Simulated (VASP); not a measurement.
Level of theory: PBE GGA, VASP's PBE PAW potentials (set 64) (plane waves; VASP 6.6.1).

The input files of a VASP run:

### INCAR
```
! general
SYSTEM =CuI
PREC   =Accurate
ENCUT  =300
LREAL  =.False.
LASPH  =.True.

! electronic loop
EDIFF  =1E-6
NELM   =100
ALGO   =Normal
LMAXMIX=4

! smearing
ISMEAR =-1
SIGMA  =0.01

! functional
GGA    =PE

! ions
ISIF   =2

! output
LWAVE  =.False.
LCHARG =.False.
```

KPOINTS:
```
Automatic mesh
0
Gamma
5 5 5
0 0 0
```

**POSCAR**
```
CuI
1
    0.0000000000     2.9645000000     2.9645000000
    2.9645000000     0.0000000000     2.9645000000
    2.9645000000     2.9645000000     0.0000000000
Cu I
1 1
Direct
  0.0000000000   0.0000000000   0.0000000000
  0.2500000000   0.2500000000   0.2500000000
```

POTCAR, in this order: Cu I (PBE.64 set). Program: vasp_std.

What VASP printed:

OSZICAR:
```
       N       E                     dE             d eps       ncg     rms          rms(c)
DAV:   1     0.944941241693E+02    0.94494E+02   -0.58731E+03   260   0.961E+02
DAV:   2    -0.160357081002E+00   -0.94654E+02   -0.89530E+02   260   0.229E+02
DAV:   3    -0.559048864374E+01   -0.54301E+01   -0.53504E+01   350   0.640E+01
DAV:   4    -0.576452244770E+01   -0.17403E+00   -0.17398E+00   318   0.111E+01
DAV:   5    -0.576787686121E+01   -0.33544E-02   -0.33544E-02   356   0.143E+00    0.571E+00
DAV:   6    -0.567883522686E+01    0.89042E-01   -0.40525E+00   270   0.559E+01    0.376E+00
DAV:   7    -0.550987798796E+01    0.16896E+00   -0.90908E-01   285   0.331E+01    0.188E+00
DAV:   8    -0.551285623045E+01   -0.29782E-02   -0.59121E-02   402   0.414E+00    0.520E-01
DAV:   9    -0.550897204994E+01    0.38842E-02   -0.18834E-02   316   0.417E+00    0.147E-01
DAV:  10    -0.550915292435E+01   -0.18087E-03   -0.87124E-04   305   0.273E-01    0.750E-02
DAV:  11    -0.550920091620E+01   -0.47992E-04   -0.43424E-04   310   0.619E-01    0.282E-02
DAV:  12    -0.550919870571E+01    0.22105E-05   -0.45295E-05   415   0.133E-01    0.272E-02
DAV:  13    -0.550919742983E+01    0.12759E-05   -0.12950E-06   230   0.270E-02    0.163E-02
DAV:  14    -0.550919668159E+01    0.74824E-06   -0.88058E-06   400   0.768E-02
   1 F= -.55091967E+01 E0= -.55091967E+01  d E =-.168124E-13
```

File OUTCAR:
```
------------------------ aborting loop because EDIFF is reached ----------------------------------------
  FORCE on cell =-STRESS in cart. coord.  units (eV):
  Direction    XX          YY          ZZ          XY          YZ          ZX
  --------------------------------------------------------------------------------------
  Total        1.0226212      1.0226212      1.0226212      0.0000000      0.0000000     -0.0000000
  in kB       31.4442334     31.4442334     31.4442334      0.0000000      0.0000000     -0.0000000
  external PRESSURE =      31.4442334 kB  Pullay stress =       0.0000000 kB
  volume of cell :       52.11
      direct lattice vectors                 reciprocal lattice vectors
     0.000000000  2.964500000  2.964500000    -0.168662506  0.168662506  0.168662506
     2.964500000  0.000000000  2.964500000     0.168662506 -0.168662506  0.168662506
     2.964500000  2.964500000  0.000000000     0.168662506  0.168662506 -0.168662506
  FREE ENERGIE OF THE ION-ELECTRON SYSTEM (eV)
  ---------------------------------------------------
  free  energy   TOTEN  =        -5.5091966816 eV

  energy  without entropy=       -5.5091966816  energy(sigma->0) =       -5.50919668
```
(Selected blocks of OUTCAR.)

### OUTCAR
```
 val. band max:        5.1865667861   @ k =   0.0000   0.0000   0.0000

 cond. band min:       6.5154853170   @ k =   0.0000   0.0000   0.0000


 Fermi energy:         5.4607861056

 k-point     1 :       0.0000    0.0000    0.0000
  band No.  band energies     occupation
      1      -9.1916      2.00000
      2       1.2315      2.00000
      3       1.2315      2.00000
      4       1.2315      2.00000
      5       3.0419      2.00000
      6       3.0419      2.00000
      7       5.1866      2.00000
      8       5.1866      2.00000
      9       5.1866      2.00000
     10       6.5155      0.00000
     11       9.9795      0.00000
     12       9.9795      0.00000
     13       9.9795      0.00000

 k-point     2 :       0.2000    0.0000    0.0000
  band No.  band energies     occupation
      1      -8.9865      2.00000
      2       0.5245      2.00000
      3       1.2507      2.00000
      4       1.2507      2.00000
      5       3.0303      2.00000
      6       3.0303      2.00000
      7       3.9844      2.00000
      8       4.8794      2.00000
      9       4.8794      2.00000
     10       7.5357      0.00000
     11      10.3131      0.00000
     12      10.4623      0.00000
     13      10.4624      0.00000

 k-point     3 :       0.4000    0.0000    0.0000
  band No.  band energies     occupation
      1      -8.6076      2.00000
      2      -0.6253      2.00000
      3       1.2695      2.00000
      4       1.2695      2.00000
      5       3.0591      2.00000
      6       3.0591      2.00000
      7       3.2154      2.00000
      8       4.4403      2.00000
      9       4.4404      2.00000
     10       7.4421      0.00000
     11      10.5815      0.00000
     12      10.5816      0.00000
     13      12.4587      0.00000

 k-point     4 :       0.2000    0.2000    0.0000
  band No.  band energies     occupation
      1      -8.9177      2.00000
      2       0.4698      2.00000
      3       1.2030      2.00000
...
```

At this cut-off the stress carries a Pulay error, which pulls relaxed volumes low. Unless said otherwise, spin-orbit coupling is left out, though it shifts the bands of the heavy elements here.

The structure is a typed CuI crystal (F-43m). The cell was not relaxed at this level, and its volume differs by -5.9 % from the start's.
